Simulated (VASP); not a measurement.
Consider the following.

```
CELL_PARAMETERS angstrom
     -1.63710     1.63710     3.99330
      1.63710    -1.63710     3.99330
      1.63710     1.63710    -3.99330
ATOMIC_POSITIONS crystal
  Si 0.66500 0.66500 0.00000
  Si 0.33500 0.33500 0.00000
  W  0.00000 0.00000 0.00000
```

Level of theory: PBE GGA, VASP's PBE PAW potentials (set 64) (plane waves; VASP). Settings: 725 eV cut-off, 12×12×12 Γ-centred mesh, first-order Methfessel-Paxton smearing of 0.10 eV, potentials Si W_sv.

Task: Give the stress tensor in GPa (positive for a compressed cell).

Result: 
```
-8.04   0.00   0.00
 0.00  -8.04   0.00
 0.00   0.00  -9.37
```
The pressure is its mean diagonal, -8.48 GPa.

The compound is WSi2 in the MoSi2 type structure. The cell was not relaxed at this level. The run is one of a series of settings (ENCUT = 725 against the base run), some of them coarse on purpose.
